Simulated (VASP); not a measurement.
Wanted: the native input for a VASP 6.6.1 run.

```yaml
Task: single point
Functional: LDA
Potentials_or_basis: VASP PAW LDA potentials, release 64 (Ca_sv, Fe, H)
Cutoff: 520 eV
k_mesh: 5 × 5 × 5
Occupations: methfessel-paxton, width 0.1 eV
Spin: collinear spin, typed start
Starting_moments: "[0.0, 0.0, 3.5, 0.0, 0.0, 0.0, 0.0, 0.0, 0.0] μB"
Dipole_correction: no
Further_INCAR_settings: ALGO = Normal; EDIFF = 1e-07; NBANDS = 31
```

The structure of Ca2FeH6 lies in POSCAR:

```
Ca2FeH6
1.0
    0.0000000000      3.4960780000      3.4960780000
    3.4960780000      0.0000000000      3.4960780000
    3.4960780000      3.4960780000      0.0000000000
Ca Fe H
2 1 6
Direct
    0.2500000000      0.2500000000      0.2500000000
    0.7500000000      0.7500000000      0.7500000000
    0.0000000000      0.0000000000      0.0000000000
    0.7719670000      0.2280330000      0.2280330000
    0.2280330000      0.7719670000      0.7719670000
    0.2280330000      0.7719670000      0.2280330000
    0.7719670000      0.2280330000      0.7719670000
    0.2280330000      0.2280330000      0.7719670000
    0.7719670000      0.7719670000      0.2280330000
```

The cell comes from a database or a generator and needn't be the stable form of this composition.

The input as run:

INCAR

```
SYSTEM = Ca2FeH6
PREC = Accurate
ENCUT = 520
EDIFF = 1E-7
ISMEAR = 1
SIGMA = 0.1
LREAL = .FALSE.
LASPH = .TRUE.
NELM = 150
ALGO = Normal
ISIF = 2
LWAVE = .FALSE.
LCHARG = .FALSE.
ISPIN = 2
MAGMOM = 0 0 3.5 0 0 0 0 0 0
LORBIT = 11
LMAXMIX = 4
NBANDS = 31
```

KPOINTS

```
regular mesh
0
G
  5 5 5
  0 0 0
```

Potentials or basis: VASP PAW LDA potentials, release 64 (Ca_sv, Fe, H).

The run is started by

```console
$ cat potpaw_LDA.64/Ca_sv/POTCAR potpaw_LDA.64/Fe/POTCAR potpaw_LDA.64/H/POTCAR > POTCAR
$ mpirun -np 1 vasp_std > vasp.out
```

It gave:

```
Pressure                                              : -4.3 GPa
Largest force                                         : 0.102 eV/Å
Band gap on the k mesh                                : 1.34 eV, direct
Net moment                                            : -0.09 μB per cell
Site moments                                          : Ca +0.00; Fe -0.10; H +0.00 μB
Valence electrons inside the program's atomic spheres : Ca 8.16; Fe 7.85; H 0.54
```

Caveat: an odd mesh through Γ misses points on the zone boundary, where band edges often lie.

Run time: 100 s on 1 thread of Intel(R) Xeon(R) Platinum 8488C (Sapphire Rapids), on a shared host, peak memory 0.24 GiB.
